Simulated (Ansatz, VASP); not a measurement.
# Si (amorphous Si): VASP beside Ansatz

Aim: how closely do two programs agree when they are given the same cell, functional and k mesh? Of the first pair: The structure shown is the start of the Ansatz relaxation below; VASP solves that cell, so the two are compared at the walk's first step.

Calculated with Ansatz 0.2.0; plane waves, with VASP 6.6.1 beside it; single point at LDA.

## Step 1: The starting structure

The cell holds 132 atoms: 132 Si. Its edges and angles: a = 13.754 Å, b = 13.919 Å, c = 13.732 Å, α = 88.2°, β = 90.2°, γ = 89.0°. As first built, before any earlier steps moved the atoms (in the runner's words): 132 atoms (132 Si) placed at random at 2.26 g/cm^3, melted at 2500 K for 20 ps at fixed volume with the modified Tersoff potential (Kumagai, Izumi, Hara and Sakai, Comput. Mater. Sci. 39, 457 (2007)). Quenched from 2500 K to 300 K at 20 K/ps and fixed volume, held 5 ps. The density is a measured one.

## Step 2: Ansatz: relaxation, LDA

Ansatz runs on its default PAW (the set named soft_2) files.

The two programs are compared at the cell with which this relaxation starts, whose forces are those of its first step.

input.yaml reads:

```yaml
crystal:
  lattice:
    - [13.75381, 0.11957, -0.01956]
    - [0.12077, 13.91676, 0.21611]
    - [-0.01976, 0.21611, 13.7305]
  atoms:
    - { symbol: Si, position: [0.09968, 0.18928, 0.36417] }
    - { symbol: Si, position: [0.10461, 0.99989, 0.78969] }
    - { symbol: Si, position: [0.17761, 0.14204, 0.14718] }
    - { symbol: Si, position: [0.22639, 0.30118, 0.13881] }
    - { symbol: Si, position: [0.64411, 0.76276, 0.15471] }
    - { symbol: Si, position: [0.6985, 0.07368, 0.08294] }
    - { symbol: Si, position: [0.79695, 0.82478, 0.18072] }
    - { symbol: Si, position: [0.72873, 0.79656, 0.76607] }
    - { symbol: Si, position: [0.913, 0.72336, 0.90423] }
    - { symbol: Si, position: [0.83424, 0.15425, 0.68358] }
    - { symbol: Si, position: [0.70609, 0.10786, 0.90805] }
    - { symbol: Si, position: [0.24298, 0.14079, 0.59511] }
    - { symbol: Si, position: [0.34869, 0.61869, 0.58444] }
    - { symbol: Si, position: [0.99135, 0.47367, 0.83169] }
    - { symbol: Si, position: [0.59765, 0.50279, 0.12766] }
    - { symbol: Si, position: [0.98147, 0.99317, 0.51209] }
    - { symbol: Si, position: [0.25665, 0.1521, 0.91031] }
    - { symbol: Si, position: [0.4427, 0.18859, 0.41582] }
    - { symbol: Si, position: [0.37332, 0.90199, 0.60573] }
    - { symbol: Si, position: [0.0363, 0.87975, 0.18164] }
    - { symbol: Si, position: [0.25984, 0.30682, 0.55744] }
    - { symbol: Si, position: [0.9216, 0.71974, 0.56145] }
    - { symbol: Si, position: [0.07353, 0.74239, 0.83119] }
    - { symbol: Si, position: [0.9638, 0.11633, 0.05242] }
    - { symbol: Si, position: [0.16968, 0.80046, 0.95898] }
    - { symbol: Si, position: [0.8429, 0.98598, 0.10925] }
    - { symbol: Si, position: [0.98219, 0.25378, 0.47783] }
    - { symbol: Si, position: [0.23315, 0.66279, 0.03313] }
    - { symbol: Si, position: [0.44821, 0.94025, 0.4589] }
    - { symbol: Si, position: [0.96066, 0.86513, 0.6206] }
[... 96 atom lines left out ...]
    - { symbol: Si, position: [0.22518, 0.53184, 0.67515] }
    - { symbol: Si, position: [0.53804, 0.86759, 0.2329] }
    - { symbol: Si, position: [0.09674, 0.39094, 0.06848] }
    - { symbol: Si, position: [0.63491, 0.01264, 0.79113] }
    - { symbol: Si, position: [0.86436, 0.12911, 0.85131] }
    - { symbol: Si, position: [0.27778, 0.37339, 0.71545] }
kpoints:
  mp_grid: { grid: [1, 1, 1] }
hamiltonian:
  xc: lda
scf:
  occupations: { method: gaussian, width: 0.05 }
output:
  forces: true
  eigenvalues: true
  stress: true
relax:
  f_tol: 0.05
  max_steps: 70
```

On the command line:

```sh
$ ansatz run input.yaml --threads 4 --pin off --max-ram 8192MiB --backend cpu --events-out ev --progress --plain --runs-dir out
```

Numbers of over 12 decimals in the logs are rounded to 6 here.

The program printed:

```text
Warning: output.stress: scf.convergence.dr2_threshold = 1e-7 eV (the SCF's general default) is looser than the 1.08e-8 eV advised for a printed stress (1e-10 eV for each atom of the cell: 132, of which 108 are counted). What an SCF threshold leaves in a stress goes as its square root, and in the free energy as the threshold itself, and one threshold admits the most on a small cell: [figures from the program's tests c [...]
Engine: ansatz 0.2.0, aarch64-unknown-linux-gnu
Pseudopotentials: kind: paw
Pseudopotential: Si, paw, valence charge 4, recommended cutoff 420 eV (normal), Si.paw.azcp
Functional definition: SPW92
  exchange = slater_x
  correlation = pw_c
Crystal: 132 atoms, lattice volume = 2627.287 Å³
Basis set: ecut = 420 eV, 51319 PW (Γ)
Bands: 396, of which v1, the nominal top of the filled ones, is band 264 counted from 1 (263 counted from 0)
Symmetry: 1 space group operations
Space group: P1 (ITA 1), of the structure as read, at distance tolerance 1.4e-4 Å
k-points: 1
Non-local potential: Si, projectors of the file, l = 0: 2, l = 1: 2, l = 2: 2
PAW form: soft (Blöchl's): semilocal exchange-correlation on the pseudo side does not see the compensation charge
PAW frozen core: Si, regenerated for the run's functional, and the local potential with it (the file was generated under x = pbe(κ = 0.804, μ = 0.219515), c = pbe(β = 0.066725))
PAW one-centre angular grid: Si, 110 points (default); XC on 64 Gauss nodes
Initial density: superposition of atomic densities (neutral atoms: chi_scale 0, normalization atom), corrected by the library's trained network
Initial wavefunctions: pseudopotential atomic-orbital guess
Functional: x = slater, c = lda
SCF iter   1: F=—  HF=-80315.674723 eV  |F-HF|=—  |Δ(HF+E_count)|=         —  Δρ=4.64e-3  dr2=1.11e0  ethr=1.77e-3  ⟨swp⟩=6.0  Hψ=1829  notcnv=0  defer=66
preconditioner: auto → Resta (q_TF=auto, 2.088 Å⁻¹)  ε∞=5.7  [insulator: Δε(μ)=0.264 eV  Ē_g=7.640 eV  σ=0.050 eV  W_gap=1.00  n_scr=412 (ndim 8)  ℏωp=16.6 eV  f_vac=0.000  D(μ)=0.04/eV (n_scr^D=0)  ε∞_Penn≈5.7]
SCF iter   2: F=—  HF=-80315.505757 eV  |F-HF|=—  |Δ(HF+E_count)|=   1.69e-1  Δρ=2.51e-3  dr2=2.41e-1  ethr=2.11e-4  ⟨swp⟩=2.0  Hψ=463  notcnv=0  defer=71
SCF iter   3: F=—  HF=-80315.451109 eV  |F-HF|=—  |Δ(HF+E_count)|=   5.46e-2  Δρ=3.42e-4  dr2=3.55e-3  ethr=4.56e-5  ⟨swp⟩=2.0  Hψ=395  notcnv=0  defer=71
SCF iter   4: F=—  HF=-80315.450794 eV  |F-HF|=—  |Δ(HF+E_count)|=   3.15e-4  Δρ=7.41e-5  dr2=3.24e-4  ethr=6.73e-7  ⟨swp⟩=2.0  Hψ=657  notcnv=0  defer=123
iter 5 did not close the SCF: its close was put off for the readings that it lacked (scf_convergence_deferred on its scf_iter line)
SCF iter   5: F=-80315.450761 eV  HF=-80315.450783 eV  |F-HF|=2.22e-5  |Δ(HF+E_count)|=   1.04e-5  Δρ=2.01e-5  dr2=4.17e-5  ethr=6.14e-8  ⟨swp⟩=2.0  Hψ=382  notcnv=0  defer=123
SCF iter   6: F=-80315.450781 eV  HF=-80315.450783 eV  |F-HF|=2.08e-6  |Δ(HF+E_count)|=   3.85e-7  Δρ=6.29e-6  dr2=4.04e-6  ethr=7.89e-9  ⟨swp⟩=12.0  Hψ=2474  notcnv=0
SCF 1 converged in 6 iterations: F = -80315.450781 eV  dr2 = 4.04e-6
  greatest PAW one-centre occupation: 0.684 electrons in one spin orbital (limit 2), on the Si atom at site 23 (counted from 0), in its partial waves of l = 0
relax step   1: F+E_penalty+E_count = -80315.45078092 eV  Δ(F+E_penalty+E_count) = +0.000e0 eV  max|allowed force component| = 1.393e-1 eV/Å  Δτ_max = 0.0000 Å  (6 SCF iters, dr2 threshold 6.25e-5 eV, accepted)
Initial density: handed on by an earlier stage of this run
Initial wavefunctions: those handed on with the density
iter 1 solved again at ethr=1.99e-6 eV; its pass at ethr=3.10e-3 eV (dr2=1.05e-2 eV) is discarded
SCF iter   1: F=—  HF=-80315.488372 eV  |F-HF|=—  |Δ(HF+E_count)|=         —  Δρ=6.20e-4  dr2=1.21e-2  ethr=1.99e-6  ⟨swp⟩=3.0  Hψ=1104  notcnv=0  defer=123
preconditioner: auto → Resta (q_TF=auto, 2.088 Å⁻¹)  ε∞=5.8  [insulator: Δε(μ)=0.189 eV  Ē_g=7.637 eV  σ=0.050 eV  W_gap=0.99  n_scr=412 (ndim 8)  ℏωp=16.6 eV  f_vac=0.001  D(μ)=1.29/eV (n_scr^D=0)  ε∞_Penn≈5.8]
[...]
- { symbol: Si, position: [0.982509, 0.254262, 0.477878] }
    - { symbol: Si, position: [0.233083, 0.661781, 0.033125] }
    - { symbol: Si, position: [0.448010, 0.940011, 0.458974] }
    - { symbol: Si, position: [0.960751, 0.864949, 0.621141] }
    - { symbol: Si, position: [0.982234, 0.137711, 0.600211] }
    - { symbol: Si, position: [0.914350, 0.249403, 0.954615] }
    - { symbol: Si, position: [0.857734, 0.037648, 0.401699] }
    - { symbol: Si, position: [0.862107, 0.737013, 0.315864] }
    - { symbol: Si, position: [0.958952, 0.621688, 0.044458] }
    - { symbol: Si, position: [0.277090, 0.586692, 0.893037] }
    - { symbol: Si, position: [0.795593, 0.790188, 0.465166] }
    - { symbol: Si, position: [0.306750, 0.046124, 0.210643] }
    - { symbol: Si, position: [0.037714, 0.702115, 0.320173] }
    - { symbol: Si, position: [0.577787, 0.454813, 0.573537] }
    - { symbol: Si, position: [0.656394, 0.266970, 0.888942] }
    - { symbol: Si, position: [0.107760, 0.372905, 0.487691] }
    - { symbol: Si, position: [0.024758, 0.126265, 0.226119] }
    - { symbol: Si, position: [0.403086, 0.462771, 0.338276] }
    - { symbol: Si, position: [0.613943, 0.616783, 0.781506] }
    - { symbol: Si, position: [0.935548, 0.772469, 0.102436] }
    - { symbol: Si, position: [0.930177, 0.989947, 0.253990] }
    - { symbol: Si, position: [0.224905, 0.710241, 0.506911] }
    - { symbol: Si, position: [0.453972, 0.804590, 0.366476] }
    - { symbol: Si, position: [0.479756, 0.568756, 0.025418] }
[...]
- { symbol: Si, position: [0.380765, 0.457038, 0.950008] }
    - { symbol: Si, position: [0.749333, 0.470842, 0.043565] }
    - { symbol: Si, position: [0.224905, 0.531426, 0.675003] }
    - { symbol: Si, position: [0.536544, 0.867509, 0.232473] }
    - { symbol: Si, position: [0.096645, 0.390976, 0.068759] }
    - { symbol: Si, position: [0.636259, 0.013665, 0.790278] }
    - { symbol: Si, position: [0.863979, 0.129280, 0.851333] }
    - { symbol: Si, position: [0.278021, 0.373010, 0.715845] }
```

The column dr2 measures how far the density is from self-consistency, as an energy; F and HF (Harris–Foulkes) agree once it is small.

## Step 3: VASP: single point, LDA, start cell, pair 1

The same cell, functional (in two slightly different forms), mesh and smearing now go to VASP, with its own data sets.

Lines of VASP's logs that name or quote its potential files are left out, and so is its time.

INCAR reads:

```
SYSTEM = Si
PREC = Accurate
ENCUT = 400
EDIFF = 1E-06
NELM = 120
ISMEAR = 0
SIGMA = 0.05
LREAL = Auto
ALGO = Normal
GGA = CA
NBANDS = 356
LORBIT = 11
LWAVE = .FALSE.
LCHARG = .FALSE.
ISIF = 2
LASPH = .TRUE.
GGA_COMPAT = .FALSE.
EFERMI = MIDGAP
```

POSCAR reads:

```
Si
1.0
   13.7538100000      0.1195700000     -0.0195600000
    0.1207700000     13.9167600000      0.2161100000
   -0.0197600000      0.2161100000     13.7305000000
Si
132
Direct
    0.0996768548      0.1892811786      0.3641705782
    0.1046072009      0.9998901954      0.7896915514
    0.1776128924      0.1420413517      0.1471816432
    0.2263932356      0.3011787066      0.1388107149
    0.6441079635      0.7627601128      0.1547109474
    0.6985003340      0.0736777555      0.0829423668
    0.7969473477      0.8247791936      0.1807177640
    0.7287316881      0.7965582787      0.7660689547
    0.9129984688      0.7233594299      0.9042302206
    0.8342400459      0.1542472264      0.6835791389
    0.7060892282      0.1078579992      0.9080515577
    0.2429767561      0.1407898491      0.5951077187
    0.3486909376      0.6186931662      0.5844371738
    0.9913492542      0.4736682774      0.8316904949
    0.5976525951      0.5027930454      0.1276596977
    0.9814716100      0.9931677686      0.5120908997
    0.2566502132      0.1521032660      0.9103127374
    0.4427020736      0.1885929968      0.4158189738
    0.3733173618      0.9019885498      0.6057298235
    0.0362984114      0.8797526087      0.1816384444
    0.2598378369      0.3068215676      0.5574432992
    0.9215970747      0.7197415041      0.5614495541
    0.0735335017      0.7423910742      0.8311933418
    0.9637974231      0.1163295839      0.0524170199
    0.1696823065      0.8004569016      0.9589768941
    0.8428996959      0.9859769979      0.1092463952
    0.9821927848      0.2537799756      0.4778316376
    0.2331506533      0.6627880282      0.0331324647
    0.4482113634      0.9402500158      0.4589031414
    0.9606633503      0.8651306733      0.6205984622
[... 96 atom lines left out ...]
    0.2251820308      0.5318384433      0.6751515935
    0.5380417003      0.8675894676      0.2328997004
    0.0967396868      0.3909410648      0.0684830090
    0.6349081538      0.0126403916      0.7911282975
    0.8643589988      0.1291085063      0.8513095097
    0.2777807014      0.3733893942      0.7154466486
```

KPOINTS reads:

```
Automatic mesh
0
Gamma
1 1 1
0 0 0
```

Potentials, in the order of the species: Si (LDA family, release 64).

On the command line:

```sh
$ export OMP_NUM_THREADS=3
$ mpirun -np 1 vasp_gam
```

The program printed:

```text
[banner, memory and clock lines left out]
running    1 mpi-ranks, on    1 nodes
[...]
Offloading initialized ...    1 GPUs detected
[...]
LDA part: xc-table for (Slater(with rela. corr.)+CA(PZ))
 , standard interpolation
 POSCAR, INCAR and KPOINTS ok, starting setup
[...]
entering main loop
       N       E                     dE             d eps       ncg     rms          rms(c)
DAV:   1     0.223368735254E+04    0.22337E+04   -0.19638E+05   712   0.106E+03
DAV:   2    -0.482180660458E+03   -0.27159E+04   -0.25317E+04   904   0.200E+02
DAV:   3    -0.769952792119E+03   -0.28777E+03   -0.28048E+03   888   0.589E+01
DAV:   4    -0.779402404158E+03   -0.94496E+01   -0.93448E+01   872   0.127E+01
[...]
DAV:  14    -0.760555256053E+03   -0.76037E-05   -0.45077E-05   832   0.101E-02    0.314E-02
DAV:  15    -0.760555253715E+03    0.23378E-05   -0.16417E-05   864   0.483E-03    0.163E-02
DAV:  16    -0.760555254019E+03   -0.30365E-06   -0.24346E-06   504   0.203E-03
   1 F= -.76055525E+03 E0= -.76055450E+03  d E =-.150422E-02
```

From OUTCAR (step 3):

```text
  FREE ENERGIE OF THE ION-ELECTRON SYSTEM (eV)
  ---------------------------------------------------
  free  energy   TOTEN  =      -760.5552540190 eV

  energy  without entropy=     -760.5537498008  energy(sigma->0) =     -760.55450191
```

The run ends at a pressure of -0.85 GPa, with forces up to 0.15 eV/Å.

## Step 4: Comparison

Known differences besides the potentials themselves: the two LDA forms differ slightly; the cutoff is 420 eV in Ansatz and 400 eV in VASP (PREC = Accurate, projectors in real space); VASP's log shows a relativistic correction to its local exchange, Ansatz's none. Total energies have different zeros and are not compared.

Forces on 10 of the 132 atoms, those with the largest forces and the largest differences (eV/Å; atoms numbered as in POSCAR):

```
 atom          Ansatz x, y, z            VASP x, y, z
 Si11    0.131, 0.032, -0.066    0.129, 0.027, -0.060
 Si19  -0.139, -0.047, -0.045  -0.137, -0.045, -0.043
 Si30     0.075, 0.009, 0.115     0.074, 0.005, 0.111
 Si46    -0.078, 0.079, 0.084    -0.077, 0.078, 0.080
 Si61    -0.077, 0.016, 0.019    -0.075, 0.021, 0.012
 Si68   -0.097, 0.005, -0.115   -0.092, 0.003, -0.113
 Si81   -0.115, 0.003, -0.069   -0.113, 0.001, -0.067
 Si89   -0.012, 0.061, -0.018   -0.015, 0.057, -0.024
Si110     0.053, 0.008, 0.075     0.047, 0.009, 0.069
Si131   -0.123, -0.042, 0.040   -0.120, -0.039, 0.040
```

The forces differ by 2.5 meV/Å r.m.s., which is 4.9 % of the r.m.s. force of 0.052 eV/Å (both taken over all components).

## Step 5: Ansatz: relaxation, LDA

This run makes the geometry at which the two programs are then compared.

The structure compared here is the end of the Ansatz relaxation.

input.yaml is that of step 2.

On the command line:

```sh
$ ansatz run input.yaml --threads 4 --pin off --max-ram 8192MiB --backend cpu --events-out ev --progress --plain --runs-dir out
```

The program printed:

```text
[...]
Crystal: 132 atoms, lattice volume = 2627.287 Å³
Basis set: ecut = 420 eV, 51319 PW (Γ)
Bands: 396, of which v1, the nominal top of the filled ones, is band 264 counted from 1 (263 counted from 0)
Symmetry: 1 space group operations
[...]
k-points: 1
[...]
SCF iter   1: F=—  HF=-80315.674723 eV  |F-HF|=—  |Δ(HF+E_count)|=         —  Δρ=4.64e-3  dr2=1.11e0  ethr=1.77e-3  ⟨swp⟩=6.0  Hψ=1829  notcnv=0  defer=66
[...]
- { symbol: Si, position: [0.448010, 0.940011, 0.458974] }
    - { symbol: Si, position: [0.960751, 0.864949, 0.621141] }
    - { symbol: Si, position: [0.982234, 0.137711, 0.600211] }
    - { symbol: Si, position: [0.914350, 0.249403, 0.954615] }
    - { symbol: Si, position: [0.857734, 0.037648, 0.401699] }
    - { symbol: Si, position: [0.862107, 0.737013, 0.315864] }
[...]
- { symbol: Si, position: [0.096645, 0.390976, 0.068759] }
    - { symbol: Si, position: [0.636259, 0.013665, 0.790278] }
    - { symbol: Si, position: [0.863979, 0.129280, 0.851333] }
    - { symbol: Si, position: [0.278021, 0.373010, 0.715845] }
```

## Step 6: VASP: single point, LDA, relaxed cell, pair 2

The same cell, functional (in two slightly different forms), mesh and smearing now go to VASP, with its own data sets.

Changes to INCAR since step 3:

```diff
@@ -2,3 +2,3 @@
 PREC = Accurate
-ENCUT = 400
+ENCUT = 500
 EDIFF = 1E-06
```

POSCAR reads:

```
Si
1.0
   13.7538100000      0.1195700000     -0.0195600000
    0.1207700000     13.9167600000      0.2161100000
   -0.0197600000      0.2161100000     13.7305000000
Si
132
Direct
    0.1000000000      0.1893300000      0.3638300000
    0.1042000000      0.9998200000      0.7904800000
    0.1784100000      0.1421500000      0.1479400000
    0.2265100000      0.3017200000      0.1383600000
    0.6436300000      0.7638300000      0.1547500000
    0.6987700000      0.0735000000      0.0835100000
    0.7963000000      0.8245600000      0.1810800000
    0.7285300000      0.7964800000      0.7650600000
    0.9144700000      0.7235100000      0.9035500000
    0.8354100000      0.1546600000      0.6832200000
    0.7069400000      0.1081400000      0.9080700000
    0.2427500000      0.1406100000      0.5954700000
    0.3479700000      0.6187700000      0.5840900000
    0.9912800000      0.4736700000      0.8317400000
    0.5977600000      0.5029300000      0.1274300000
    0.9819900000      0.9930600000      0.5124300000
    0.2560000000      0.1515600000      0.9105800000
    0.4423800000      0.1887500000      0.4158500000
    0.3721900000      0.9017600000      0.6055700000
    0.0352200000      0.8793400000      0.1816600000
    0.2589500000      0.3068800000      0.5571900000
    0.9213000000      0.7197500000      0.5612500000
    0.0747400000      0.7424100000      0.8319300000
    0.9647800000      0.1153500000      0.0521600000
    0.1712100000      0.8001900000      0.9592300000
    0.8423200000      0.9858000000      0.1092800000
    0.9825100000      0.2542600000      0.4778800000
    0.2330800000      0.6617800000      0.0331200000
    0.4480100000      0.9400100000      0.4589700000
    0.9607500000      0.8649500000      0.6211400000
[... 96 atom lines left out ...]
    0.2249100000      0.5314300000      0.6750000000
    0.5365400000      0.8675100000      0.2324700000
    0.0966500000      0.3909800000      0.0687600000
    0.6362600000      0.0136700000      0.7902800000
    0.8639800000      0.1292800000      0.8513300000
    0.2780200000      0.3730100000      0.7158400000
```

KPOINTS is that of step 3.

On the command line:

```sh
$ export OMP_NUM_THREADS=3
$ mpirun -np 1 vasp_gam
```

The program printed:

```text
[... set-up lines as in an earlier step ...]
 entering main loop
       N       E                     dE             d eps       ncg     rms          rms(c)
DAV:   1     0.249310413662E+04    0.24931E+04   -0.22442E+05   712   0.127E+03
DAV:   2    -0.446459092553E+03   -0.29396E+04   -0.27484E+04   904   0.215E+02
DAV:   3    -0.768828885061E+03   -0.32237E+03   -0.31362E+03   888   0.628E+01
DAV:   4    -0.779591932495E+03   -0.10763E+02   -0.10644E+02   880   0.135E+01
[...]
DAV:  14    -0.760619344235E+03   -0.85495E-05   -0.43397E-05   824   0.984E-03    0.313E-02
DAV:  15    -0.760619342011E+03    0.22235E-05   -0.16512E-05   872   0.484E-03    0.157E-02
DAV:  16    -0.760619342278E+03   -0.26681E-06   -0.21931E-06   488   0.202E-03
   1 F= -.76061934E+03 E0= -.76061846E+03  d E =-.175950E-02
```

OUTCAR, selected parts (step 6):

```text
  FREE ENERGIE OF THE ION-ELECTRON SYSTEM (eV)
  ---------------------------------------------------
  free  energy   TOTEN  =      -760.6193422783 eV

  energy  without entropy=     -760.6175827807  energy(sigma->0) =     -760.61846253
```

The run ends at a pressure of -0.70 GPa, with forces up to 0.035 eV/Å.

## Step 7: Side by side

What differs besides the data sets and the points named for the pairs above, as far as they apply: the cutoff is 420 eV in Ansatz and 500 eV in VASP (PREC = Accurate, projectors in real space). Total energies have different zeros and are not compared.

Both answers:

```
              quantity  Ansatz   VASP  difference
        pressure (GPa)   -0.74  -0.70       -0.04
gap on the k mesh (eV)   0.185  0.186      -0.001
```

At this near-relaxed geometry the largest component of a force difference is 11 meV/Å. A gap on the mesh is an upper bound, since the band edges may lie between its points.

## Step 8: Outcome

```yaml
r_m_s_force_difference_single_point_lda_start_cell_pair_1: 2.5 meV/Å
difference_in_gap_on_the_k_mesh_single_point_lda_relaxed_cell_pair_2: -9.0e-4 eV
```

What this shows: The r.m.s. force difference is 2.5 meV/Å (single point, LDA, start cell, pair 1), within the 12 meV/Å picked in this series as the mark of a large difference. Such differences can come from data sets, numerical settings and the points named under the comparisons, not from the functional's error against experiment.

[Lines on the potential files, build, host, timing and source positions are cut from VASP's logs without a mark.]

[Logs are printed without paths, hosts, clocks, repeated set-up lines and the standing remarks that a program may print on its own settings, such as how far it seeks lower states.]

[Hosts, paths, dates, database ids (printed as entryN), source tags and the programs' standing remarks are cut or masked in the printed files.]
